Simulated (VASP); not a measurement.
Runs of VASP 6.6.1 on HfCl4. The cell holds a molecule in a box, 5 atoms: a = 14.036 Å, b = 14.536 Å, c = 15.036 Å, α = 90.00°, β = 90.00°, γ = 90.00°. 

```tsv
level	potentials or basis	grid for exact exchange (PRECFOCK)	screening parameter	gap on the mesh (eV)	largest force (eV/Å)
LDA	VASP PAW LDA potentials, release 64 (Hf_pv, Cl)	-	-	(c)	0.58
PBEsol	VASP PAW PBE potentials, release 64 (Hf_pv, Cl)	-	-	5.30	0.30
rev-vdW-DF2	VASP PAW PBE potentials, release 64 (Hf_pv, Cl)	-	-	(a)	0.04
RPBE+D3(BJ)	VASP PAW PBE potentials, release 64 (Hf_pv, Cl)	-	-	5.41	0.01
optB86b-vdW	VASP PAW PBE potentials, release 64 (Hf_pv, Cl)	-	-	(b)	0.06
HSE06+D3(BJ)	VASP PAW PBE potentials, release 64 (Hf_pv, Cl)	Fast	0.2 1/A	6.76	0.27
RPBE	VASP PAW PBE potentials, release 64 (Hf_pv, Cl)	-	-	5.41	0.27
```

Alike in all rows: task single point; no spin polarisation; cell as given; k mesh 1 × 1 × 1; cutoff (eV) 400; smearing gaussian 0.01 eV.

**Question.** Estimate the missing entries.

**Answer.** (a) 5.31; (b) 5.32; (c) 5.22.

Caveats: spin-orbit coupling is left out, which moves the levels of the heavy elements; the PAW data sets were made with another functional, which shifts forces and pressure a little (some runs).

A k mesh can miss the band edges, and the runs leave out spin-orbit coupling on Hf.

Runs at the PBE level aren't shown here.
